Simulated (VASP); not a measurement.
# HfS (relaxed from the zinc blende structure, space group F-43m): computed properties

Computed with PBEsol GGA, VASP's PBE PAW potentials (set 64) (plane waves; VASP).

```
Quantity                                                              Result
----------------------------------  ----------------------------------------
space group                                                      F-43m (216)
cell                                 a = b = c = 5.611 Å, α = β = γ = 90.00°
volume per atom                                                22.08 Å³/atom
band gap (over mesh and band path)  none (metal, semimetal or under 0.01 eV)
density                                                           7.92 g/cm³
```

HfS has the cubic space group F-43m (No. 216), the zinc blende structure, Pearson symbol cF8. Conventional cell: a = 5.6112 Å, b = 5.6112 Å, c = 5.6112 Å, α = 90.00°, β = 90.00°, γ = 90.00°. Hf on 4a sees 4 S at 2.430 Å (tetrahedral). S on 4d is surrounded by 4 Hf at 2.430 Å (tetrahedral). (Neighbours: up to the widest gap in distance over summed covalent radii, below 1.35, at either atom; cation-cation and far metal-metal contacts left out.)
(The calculation used a cell of 2 atoms; values per cell refer to that cell.)

Unless said otherwise, spin-orbit coupling is left out, though it shifts the bands of the heavy elements here.

The structure was generated: HfS was put into the zinc blende type (F-43m), which need not be its known phase. It was relaxed first, which changed the volume by -35 %. Symmetry was kept, so distortions that lower it aren't found.
